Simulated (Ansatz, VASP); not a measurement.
## Cross-check of K10Al10Si16B18O79 (glassy 46SiO2-26B2O3-14Al2O3-14K2O (mol %)) between VASP and Ansatz

Wanted: the spread between two codes on one cell, functional and k mesh. Of the first pair: The structure shown is the start of the Ansatz relaxation below; VASP solves that cell, so the two are compared at the walk's first step.

Method: plane waves, with VASP 6.6.1 beside it; PBE, in Ansatz 0.2.0.

## 1. Starting point

The cell holds 133 atoms: 16 Si, 18 B, 10 Al, 10 K and 79 O. Cell: a = 12.221 Å, b = 12.314 Å, c = 12.171 Å, α = 87.8°, β = 90.9°, γ = 87.2°. As first built, before any earlier steps moved the atoms or strained the cell (in the runner's words): 133 atoms (16 Si, 18 B, 10 Al, 10 K, 79 O) placed at random at 2.32 g/cm^3, melted at 3000 K for 20 ps at fixed volume with the Buckingham and Coulomb pair potential of Guillot and Sator (Geochim. Cosmochim. Acta 71, 1249 (2007)) with the boron terms of Wang et al. (J. Non-Cryst. Solids 498, 294 (2018)). Quenched from 3000 K to 300 K at 50 K/ps and fixed volume, held 10 ps at zero pressure.

## 2. Ansatz: relaxation, PBE

Ansatz runs on its default PAW (the set named soft_2) files.

The two programs are compared at the cell with which this relaxation starts, whose forces are those of its first step.

input.yaml reads:

```yaml
crystal:
  lattice:
    - [12.21673, 0.29769, -0.10022]
    - [0.2986, 12.30788, 0.23172]
    - [-0.0979, 0.23072, 12.16823]
  atoms:
    - { symbol: Si, position: [0.07507, 0.34043, 0.60064] }
    - { symbol: Si, position: [0.48014, 0.27331, 0.81466] }
    - { symbol: Si, position: [0.47045, 0.16984, 0.46651] }
    - { symbol: Si, position: [0.15834, 0.2364, 0.14508] }
    - { symbol: Si, position: [0.69514, 0.00396, 0.99371] }
    - { symbol: Si, position: [0.60442, 0.08954, 0.2821] }
    - { symbol: Si, position: [0.48204, 0.52891, 0.45161] }
    - { symbol: Si, position: [0.15691, 0.2918, 0.36419] }
    - { symbol: Si, position: [0.1738, 0.49075, 0.77777] }
    - { symbol: Si, position: [0.14877, 0.08889, 0.63752] }
    - { symbol: Si, position: [0.85556, 0.13559, 0.84468] }
    - { symbol: Si, position: [0.84313, 0.41189, 0.30594] }
    - { symbol: Si, position: [0.12891, 0.73455, 0.19967] }
    - { symbol: Si, position: [0.92591, 0.50667, 0.08815] }
    - { symbol: Si, position: [0.10518, 0.09198, 0.87034] }
    - { symbol: Si, position: [0.2742, 0.89676, 0.32391] }
    - { symbol: B, position: [0.32902, 0.43876, 0.30542] }
    - { symbol: B, position: [0.60183, 0.20186, 0.0868] }
    - { symbol: B, position: [0.07159, 0.02732, 0.07524] }
    - { symbol: B, position: [0.99502, 0.70735, 0.01389] }
    - { symbol: B, position: [0.28156, 0.12735, 0.32401] }
    - { symbol: B, position: [0.93452, 0.7747, 0.3362] }
    - { symbol: B, position: [0.91358, 0.47698, 0.53312] }
    - { symbol: B, position: [0.3748, 0.02669, 0.62519] }
    - { symbol: B, position: [0.57592, 0.55246, 0.83188] }
    - { symbol: B, position: [0.61524, 0.42021, 0.32229] }
    - { symbol: B, position: [0.36611, 0.56619, 0.88785] }
    - { symbol: B, position: [0.10494, 0.96027, 0.45148] }
    - { symbol: B, position: [0.5588, 0.40385, 0.97475] }
    - { symbol: B, position: [0.32768, 0.1313, 0.91473] }
[... 97 atom lines left out ...]
    - { symbol: O, position: [0.47111, 0.35532, 0.91347] }
    - { symbol: O, position: [0.16267, 0.41659, 0.66624] }
    - { symbol: O, position: [0.10232, 0.99779, 0.9694] }
    - { symbol: O, position: [0.86638, 0.84955, 0.27122] }
    - { symbol: O, position: [0.01894, 0.95223, 0.38209] }
    - { symbol: O, position: [0.20426, 0.83755, 0.22781] }
kpoints:
  mp_grid: { grid: [1, 1, 1] }
hamiltonian:
  xc: pbe
scf:
  occupations: { method: fixed }
output:
  forces: true
  eigenvalues: true
  stress: true
relax:
  f_tol: 0.05
  max_steps: 70
```

Command:

```console
$ ansatz run input.yaml --threads 4 --pin off --max-ram 8192MiB --backend cpu --events-out ev --progress --plain --runs-dir out
```

Numbers of over 12 decimals in the logs are rounded to 6 here.

The log of the run:

```text
Warning: output.stress: scf.convergence.dr2_threshold = 1e-7 eV (the SCF's general default) is looser than the 1.08e-8 eV advised for a printed stress (1e-10 eV for each atom of the cell: 133, of which 108 are counted). What an SCF threshold leaves in a stress goes as its square root, and in the free energy as the threshold itself, and one threshold admits the most on a small cell: [figures from the program's tests c [...]
Engine: ansatz 0.2.0, x86_64-unknown-linux-gnu
Pseudopotentials: kind: paw
Pseudopotential: Si, paw, valence charge 4, recommended cutoff 420 eV (normal), Si.paw.azcp
Pseudopotential: B, paw, valence charge 3, recommended cutoff 420 eV (normal), B.paw.azcp
Pseudopotential: Al, paw, valence charge 3, recommended cutoff 420 eV (normal), Al.paw.azcp
Pseudopotential: K, paw, valence charge 9, recommended cutoff 420 eV (normal), K.paw.azcp
Pseudopotential: O, paw, valence charge 6, recommended cutoff 420 eV (normal), O.paw.azcp
Functional definition: PBE
  parameter kappa = 0.804
  parameter beta = 0.066725
  exchange = pbe_x(kappa = kappa, mu = beta*pi^2/3)
  correlation = pbe_c(beta = beta)
Crystal: 133 atoms, lattice volume = 1827.771 Å³
Basis set: ecut = 420 eV, 35789 PW (Γ), exchange–correlation on 180×180×180 points (8 copies of the dense FFT grid, shifted against one another)
Bands: 489, of which v1, the nominal top of the filled ones, is band 356 counted from 1 (355 counted from 0)
Symmetry: 1 space group operations
Space group: P1 (ITA 1), of the structure as read, at distance tolerance 1.2e-4 Å
k-points: 1
Non-local potential: Si, projectors of the file, l = 0: 2, l = 1: 2, l = 2: 2
Non-local potential: B, projectors of the file, l = 0: 2, l = 1: 2, l = 2: 1
Non-local potential: Al, projectors of the file, l = 0: 2, l = 1: 2, l = 2: 1
Non-local potential: K, projectors of the file, l = 0: 3, l = 1: 2, l = 2: 2
Non-local potential: O, projectors of the file, l = 0: 2, l = 1: 2, l = 2: 1
PAW form: soft (Blöchl's): semilocal exchange-correlation on the pseudo side does not see the compensation charge
PAW one-centre angular grid: Si, 110 points (default); XC on 64 Gauss nodes
PAW one-centre angular grid: B, 110 points (default); XC on 64 Gauss nodes
PAW one-centre angular grid: Al, 110 points (default); XC on 64 Gauss nodes
PAW one-centre angular grid: K, 110 points (default); XC on 64 Gauss nodes
PAW one-centre angular grid: O, 110 points (default); XC on 64 Gauss nodes
Initial density: superposition of atomic densities (neutral atoms: chi_scale 0, normalization atom), corrected by the library's trained network
Initial wavefunctions: pseudopotential atomic-orbital guess
Functional: x = pbe(κ = 0.804, μ = 0.219515), c = pbe(β = 0.066725)
SCF iter   1: F=—  HF=-78699.807720 eV  |F-HF|=—  |Δ(HF+E_count)|=         —  Δρ=2.28e-3  dr2=1.51e-1  ethr=1.77e-3  ⟨swp⟩=5.0  Hψ=1766  notcnv=0  defer=131
preconditioner: auto → Resta (q_TF=auto, 2.332 Å⁻¹)  ε∞=3.1  [insulator: Δε(μ)=3.705 eV  Ē_g=15.954 eV  n_scr=398 (ndim 8)  ℏωp=22.8 eV  f_vac=0.173  ε∞_Penn≈3.1]
SCF iter   2: F=—  HF=-78699.809746 eV  |F-HF|=—  |Δ(HF+E_count)|=   2.03e-3  Δρ=1.22e-3  dr2=4.14e-2  ethr=2.12e-5  ⟨swp⟩=3.0  Hψ=798  notcnv=0  defer=131
SCF iter   3: F=—  HF=-78699.815983 eV  |F-HF|=—  |Δ(HF+E_count)|=   6.24e-3  Δρ=7.27e-4  dr2=1.11e-2  ethr=5.81e-6  ⟨swp⟩=3.0  Hψ=637  notcnv=0  defer=131
SCF iter   4: F=—  HF=-78699.814021 eV  |F-HF|=—  |Δ(HF+E_count)|=   1.96e-3  Δρ=1.96e-4  dr2=1.12e-3  ethr=1.56e-6  ⟨swp⟩=2.0  Hψ=637  notcnv=0  defer=131
SCF iter   5: F=—  HF=-78699.813987 eV  |F-HF|=—  |Δ(HF+E_count)|=   3.38e-5  Δρ=1.34e-4  dr2=3.14e-4  ethr=1.58e-7  ⟨swp⟩=2.0  Hψ=765  notcnv=0  defer=131
SCF iter   6: F=-78699.813927 eV  HF=-78699.813950 eV  |F-HF|=2.26e-5  |Δ(HF+E_count)|=   3.72e-5  Δρ=5.27e-5  dr2=5.08e-5  ethr=8.78e-9  ⟨swp⟩=18.0  Hψ=3698  notcnv=0
SCF 1 converged in 6 iterations: F = -78699.813927 eV  dr2 = 5.08e-5
[...]
- { symbol: B, position: [0.364136, 0.566447, 0.886465] }
    - { symbol: B, position: [0.103974, 0.958792, 0.452342] }
    - { symbol: B, position: [0.557647, 0.405154, 0.974285] }
    - { symbol: B, position: [0.329095, 0.132913, 0.913175] }
    - { symbol: B, position: [0.448426, 0.365400, 0.596140] }
    - { symbol: B, position: [0.863698, 0.203405, 0.217173] }
    - { symbol: B, position: [0.114594, 0.400674, 0.987802] }
    - { symbol: B, position: [0.708378, 0.300811, 0.790557] }
    - { symbol: Al, position: [0.970215, 0.653495, 0.788098] }
    - { symbol: Al, position: [0.767958, 0.519673, 0.723857] }
    - { symbol: Al, position: [0.467364, 0.368381, 0.153887] }
    - { symbol: Al, position: [0.398447, 0.123088, 0.137776] }
    - { symbol: Al, position: [0.488769, 0.736845, 0.301916] }
    - { symbol: Al, position: [0.945476, 0.976492, 0.258329] }
    - { symbol: Al, position: [0.920615, 0.663466, 0.559481] }
    - { symbol: Al, position: [0.715277, 0.879540, 0.239077] }
    - { symbol: Al, position: [0.337845, 0.593326, 0.132671] }
    - { symbol: Al, position: [0.785320, 0.317900, 0.016305] }
    - { symbol: K, position: [0.890723, 0.946510, 0.595906] }
    - { symbol: K, position: [0.599661, 0.031893, 0.732562] }
    - { symbol: K, position: [0.460158, 0.737028, 0.647970] }
    - { symbol: K, position: [0.479884, 0.881945, 0.051255] }
    - { symbol: K, position: [0.178208, 0.813185, 0.866670] }
    - { symbol: K, position: [0.180093, 0.588259, 0.442910] }
    - { symbol: K, position: [0.758331, 0.758136, 0.880778] }
    - { symbol: K, position: [0.790739, 0.245070, 0.535559] }
    - { symbol: K, position: [0.653538, 0.603419, 0.105038] }
    - { symbol: K, position: [0.721169, 0.632906, 0.405089] }
    - { symbol: O, position: [0.203731, 0.901366, 0.439783] }
    - { symbol: O, position: [0.323496, 0.597166, 0.985437] }
    - { symbol: O, position: [0.351374, 0.075912, 0.010655] }
    - { symbol: O, position: [0.096003, 0.304520, 0.242993] }
    - { symbol: O, position: [0.413212, 0.166829, 0.845097] }
    - { symbol: O, position: [0.988774, 0.158826, 0.869239] }
    - { symbol: O, position: [0.685153, 0.987280, 0.322996] }
    - { symbol: O, position: [0.612135, 0.244381, 0.790073] }
    - { symbol: O, position: [0.637760, 0.927179, 0.908898] }
    - { symbol: O, position: [0.105013, 0.605203, 0.761002] }
    - { symbol: O, position: [0.915474, 0.640168, 0.067439] }
    - { symbol: O, position: [0.464543, 0.078165, 0.566403] }
    - { symbol: O, position: [0.469225, 0.294166, 0.514170] }
    - { symbol: O, position: [0.300486, 0.521471, 0.805115] }
    - { symbol: O, position: [0.427951, 0.331555, 0.700742] }
    - { symbol: O, position: [0.624279, 0.773730, 0.262974] }
    - { symbol: O, position: [0.814152, 0.050523, 0.940251] }
    - { symbol: O, position: [0.495876, 0.043689, 0.218057] }
    - { symbol: O, position: [0.341905, 0.445575, 0.190765] }
    - { symbol: O, position: [0.823045, 0.110017, 0.722533] }
    - { symbol: O, position: [0.479603, 0.235354, 0.104549] }
    - { symbol: O, position: [0.878224, 0.100348, 0.257688] }
    - { symbol: O, position: [0.031805, 0.727194, 0.296320] }
    - { symbol: O, position: [0.086140, 0.015944, 0.547765] }
[...]
- { symbol: O, position: [0.865412, 0.566908, 0.811801] }
    - { symbol: O, position: [0.730394, 0.381096, 0.718820] }
    - { symbol: O, position: [0.470710, 0.357314, 0.912718] }
    - { symbol: O, position: [0.162712, 0.415533, 0.666509] }
    - { symbol: O, position: [0.106270, 0.998250, 0.971288] }
    - { symbol: O, position: [0.867345, 0.848728, 0.270254] }
    - { symbol: O, position: [0.017362, 0.951380, 0.383655] }
    - { symbol: O, position: [0.202423, 0.837419, 0.227709] }
```

## 3. VASP: single point, PBE, start cell, pair 1

The same cell, functional and mesh now go to VASP, with its own data sets.

Lines of VASP's logs that name or quote its potential files are left out, and so is its time.

INCAR reads:

```
SYSTEM = K10Al10Si16B18O79
PREC = Accurate
ENCUT = 520
EDIFF = 1E-06
NELM = 120
ISMEAR = 0
SIGMA = 0.01
LREAL = Auto
ALGO = Normal
GGA = PE
NBANDS = 449
LORBIT = 11
LWAVE = .FALSE.
LCHARG = .FALSE.
ISIF = 2
LASPH = .TRUE.
GGA_COMPAT = .FALSE.
EFERMI = MIDGAP
```

POSCAR reads:

```
K10Al10Si16B18O79
1.0
   12.2167300000      0.2976900000     -0.1002200000
    0.2986000000     12.3078800000      0.2317200000
   -0.0979000000      0.2307200000     12.1682300000
Si B Al K O
16 18 10 10 79
Direct
    0.0750733110      0.3404299932      0.6006411293
    0.4801402647      0.2733133864      0.8146614158
    0.4704496095      0.1698439402      0.4665092805
    0.1583414142      0.2364005859      0.1450819250
    0.6951371150      0.0039565431      0.9937065482
    0.6044235913      0.0895429287      0.2820974328
    0.4820421370      0.5289136919      0.4516063867
    0.1569095661      0.2918020330      0.3641868299
    0.1738030850      0.4907517084      0.7777714227
    0.1487690574      0.0888880862      0.6375218489
    0.8555568236      0.1355899954      0.8446770805
    0.8431274565      0.4118924455      0.3059405120
    0.1289060790      0.7345504259      0.1996682297
    0.9259137305      0.5066695100      0.0881467243
    0.1051788143      0.0919804146      0.8703424672
    0.2742008192      0.8967621708      0.3239076411
    0.3290231682      0.4387584929      0.3054187490
    0.6018322039      0.2018636325      0.0868030751
    0.0715910765      0.0273181527      0.0752405810
    0.9950162481      0.7073508174      0.0138897109
    0.2815559664      0.1273516160      0.3240083087
    0.9345207720      0.7747016329      0.3361987577
    0.9135804534      0.4769817933      0.5331204959
    0.3748005428      0.0266887038      0.6251918483
    0.5759213951      0.5524609188      0.8318796241
    0.6152364388      0.4202097942      0.3222891072
    0.3661091950      0.5661874835      0.8878525882
    0.1049432251      0.9602705060      0.4514792643
    0.5588024219      0.4038514365      0.9747533309
    0.3276773782      0.1312986298      0.9147275576
[... 97 atom lines left out ...]
    0.4711105815      0.3553170739      0.9134673350
    0.1626728863      0.4165915533      0.6662407336
    0.1023239341      0.9977900245      0.9693971104
    0.8663838885      0.8495459990      0.2712203989
    0.0189388876      0.9522278808      0.3820890804
    0.2042618090      0.8375473296      0.2278141234
```

KPOINTS reads:

```
Automatic mesh
0
Gamma
1 1 1
0 0 0
```

Potentials, in the order of the species: Si, B, Al, K_sv and O (PBE family, release 64).

Command:

```console
$ export OMP_NUM_THREADS=3
$ mpirun -np 1 vasp_gam
```

The log of the run:

```text
[banner, memory and clock lines left out]
running    1 mpi-ranks, on    1 nodes
[...]
Offloading initialized ...    1 GPUs detected
[...]
LDA part: xc-table for (Slater+PW92), standard interpolation
 POSCAR, INCAR and KPOINTS ok, starting setup
[...]
entering main loop
       N       E                     dE             d eps       ncg     rms          rms(c)
DAV:   1     0.696389651463E+04    0.69639E+04   -0.41752E+05   914   0.156E+03
DAV:   2    -0.447094939700E+03   -0.74110E+04   -0.71460E+04  1107   0.407E+02
DAV:   3    -0.108669223892E+04   -0.63960E+03   -0.63453E+03  1068   0.128E+02
DAV:   4    -0.111069513335E+04   -0.24003E+02   -0.23908E+02  1116   0.235E+01
[...]
DAV:  18    -0.984211404088E+03    0.43437E-05   -0.28190E-05  1116   0.911E-03    0.142E-02
DAV:  19    -0.984211401126E+03    0.29615E-05   -0.13136E-05  1028   0.855E-03    0.518E-03
DAV:  20    -0.984211400915E+03    0.21084E-06   -0.64069E-06  1068   0.587E-03
   1 F= -.98421140E+03 E0= -.98421140E+03  d E =0.000000E+00
```

OUTCAR, selected parts (step 3):

```text
  FREE ENERGIE OF THE ION-ELECTRON SYSTEM (eV)
  ---------------------------------------------------
  free  energy   TOTEN  =      -984.2114009152 eV

  energy  without entropy=     -984.2114009152  energy(sigma->0) =     -984.21140092

[... 2 further parts left out ...]
[key lines of the parts left out:]
E-fermi :   2.9818
```

The run ends at a pressure of 0.12 GPa, with forces up to 0.66 eV/Å.

## 4. Side by side

Known differences besides the potentials themselves: fixed occupations in Ansatz, narrow Gaussian smearing in VASP; the cutoff is 420 eV in Ansatz and 520 eV in VASP (PREC = Accurate, projectors in real space). Total energies have different zeros and are not compared.

Forces on 10 of the 133 atoms, those with the largest forces and the largest differences (eV/Å; atoms numbered as in POSCAR):

| atom | Ansatz x, y, z | VASP x, y, z |
| --- | --- | --- |
| Si6 | -0.258, 0.366, -0.279 | -0.240, 0.386, -0.216 |
| Si9 | 0.311, -0.454, 0.154 | 0.360, -0.507, 0.118 |
| Si11 | 0.018, -0.279, 0.074 | 0.069, -0.226, 0.146 |
| Si13 | -0.056, 0.621, 0.115 | -0.085, 0.648, 0.119 |
| Si15 | 0.542, 0.015, 0.064 | 0.555, 0.030, 0.049 |
| O74 | 0.070, 0.041, 0.069 | 0.046, 0.022, -0.018 |
| O90 | -0.472, -0.198, -0.135 | -0.501, -0.200, -0.139 |
| O108 | 0.444, 0.258, 0.223 | 0.401, 0.242, 0.198 |
| O117 | 0.202, -0.435, 0.225 | 0.204, -0.441, 0.240 |
| O131 | -0.019, 0.234, -0.090 | -0.077, 0.286, -0.121 |

The forces differ by 25 meV/Å r.m.s., which is 14.8 % of the r.m.s. force of 0.171 eV/Å (both taken over all components).

## 5. Ansatz: relaxation, PBE

This run makes the geometry at which the two programs are then compared.

The structure compared here is the end of the Ansatz relaxation.

This is the run of step 2 again, met here at its other cell.

(Continued in part 2 of 2.)

[Lines on the potential files, build, host, timing and source positions are cut from VASP's logs without a mark.]

[Logs are printed without paths, hosts, clocks, repeated set-up lines and the standing remarks that a program may print on its own settings, such as how far it seeks lower states.]

[Hosts, paths, dates, database ids (printed as entryN), source tags and the programs' standing remarks are cut or masked in the printed files.]
